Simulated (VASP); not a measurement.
Data:

```
CELL_PARAMETERS angstrom
      0.00000     1.75983     1.75983
      1.75983     0.00000     1.75983
      1.75983     1.75983     0.00000
ATOMIC_POSITIONS crystal
  Cu 0.00000 0.00000 0.00000
```

All values below come from LDA (Ceperley-Alder, Perdew-Zunger) with spin-orbit coupling, VASP's LDA PAW potentials (set 64) (plane waves; VASP). Numerical set-up: 400 eV cut-off, 16×16×16 Γ-centred mesh, Gaussian smearing of 0.050 eV, potentials Cu.

### Question
Estimate the energy per atom (σ→0), band gap (over mesh and band path) with the smallest direct gap where there is one.

### Answer

```
Quantity                                                              Result
----------------------------------  ----------------------------------------
band gap (over mesh and band path)  none (metal, semimetal or under 0.01 eV)
energy per atom (σ→0)                                         -4.717 eV/atom
```

Only differences to runs with the same potentials and settings are physical.

The compound is Cu in the fcc structure. It was relaxed first, which changed the volume by -7 %.
